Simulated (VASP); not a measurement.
An input for Quantum ESPRESSO's pw.x (written as the equivalent of a VASP run, and not itself run):

```
&CONTROL
  calculation = 'scf'
  pseudo_dir = './pseudo'
  outdir = './out'
  tprnfor = .true.
  tstress = .true.
/
&SYSTEM
  ibrav = 0
  nat = 2
  ntyp = 1
  ecutwfc = 36
  occupations = 'smearing'
  smearing = 'gaussian'
  degauss = 0.003675
  input_dft = 'pw91'
/
&ELECTRONS
  conv_thr = 7.3e-09
  electron_maxstep = 100
/
ATOMIC_SPECIES
  Si 28.085 Si.upf
CELL_PARAMETERS angstrom
     0.0000000    2.7067377    2.7067377
     2.7067377    0.0000000    2.7067377
     2.7067377    2.7067377    0.0000000
ATOMIC_POSITIONS crystal
  Si   0.0000000  0.0000000  0.0000000
  Si   0.2500000  0.2500000  0.2500000
K_POINTS automatic
  8 8 8 0 0 0
```

Write the VASP files for the same calculation (PW91).

This is not unique; one that fits is 
**POSCAR**
```
Si
1
    0.0000000000     2.7067376686     2.7067376686
    2.7067376686     0.0000000000     2.7067376686
    2.7067376686     2.7067376686     0.0000000000
Si
2
Direct
  0.0000000000   0.0000000000   0.0000000000
  0.2500000000   0.2500000000   0.2500000000
```

INCAR:
```
! general
SYSTEM  =  Si
PREC    =  Accurate
ENCUT   =  520
LREAL   =  .False.
LASPH   =  .True.

! electronic loop
EDIFF   =  1E-7
NELM    =  100
ALGO    =  Normal

! smearing
ISMEAR  =  0
SIGMA   =  0.05

! functional
GGA     =  91

! ions
ISIF    =  2

! output
LWAVE   =  .False.
LCHARG  =  .False.
```

### KPOINTS
```
Regular mesh
0
Gamma
 8 8 8
```

POTCAR, in this order: Si (PBE.64 set). Program: vasp_std.

The two are equivalent in intent, not identical: the potentials are each code's own (VASP's PAW set, PseudoDojo norm-conserving files in pw.x), so ENCUT and ecutwfc are chosen apart and not converted; conv_thr bounds pw.x's estimated SCF error, while EDIFF bounds the energy change between steps.

The compound is Si in the diamond structure. This cell is one point of a volume scan, at 0.97 of the reference volume.
